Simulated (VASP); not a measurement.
**Pb2SeS (space group R-3m): computed properties**

The numbers are results of LDA (Ceperley-Alder, Perdew-Zunger), VASP's LDA PAW potentials (set 64) (plane waves; VASP 6.6.1), not measurements.

space group: R-3m (166)
cell: a = 4.2063 Å, b = 4.2063 Å, c = 20.6000 Å, α = 90.00°, β = 90.00°, γ = 120.00°
volume per atom: 26.30 Å³/atom
band gap (over mesh and band path): 0.04 eV
smallest direct gap (over mesh and band path): 0.04 eV
band-edge character: indirect, Γ to F
density: 8.29 g/cm³

```cif
data_Pb6S3Se3
_chemical_formula_sum 'Pb6 Se3 S3'
_space_group_name_H-M_alt 'R-3m :H'
_space_group_IT_number 166
_space_group_name_Hall '-R 3 2"'
_cell_length_a 4.20625
_cell_length_b 4.20625
_cell_length_c 20.60001
_cell_angle_alpha 90.000
_cell_angle_beta 90.000
_cell_angle_gamma 120.000
loop_
_atom_site_label
_atom_site_type_symbol
_atom_site_symmetry_multiplicity
_atom_site_Wyckoff_symbol
_atom_site_fract_x
_atom_site_fract_y
_atom_site_fract_z
_atom_site_occupancy
Pb1 Pb 6 c 0.00000 0.00000 0.24682 1
Se1 Se 3 a 0.00000 0.00000 0.00000 1
S1 S 3 b 0.00000 0.00000 0.50000 1
```
(The calculation used a cell of 4 atoms; values per cell refer to that cell.)

Unless said otherwise, spin-orbit coupling is left out, though it shifts the bands of the heavy elements here.

The structure comes from a computed database's Pb2SeS entry (R-3m); how it stands against other phases isn't given here. It was relaxed first, which changed the volume by -6 %. Symmetry was kept, so distortions that lower it aren't found.
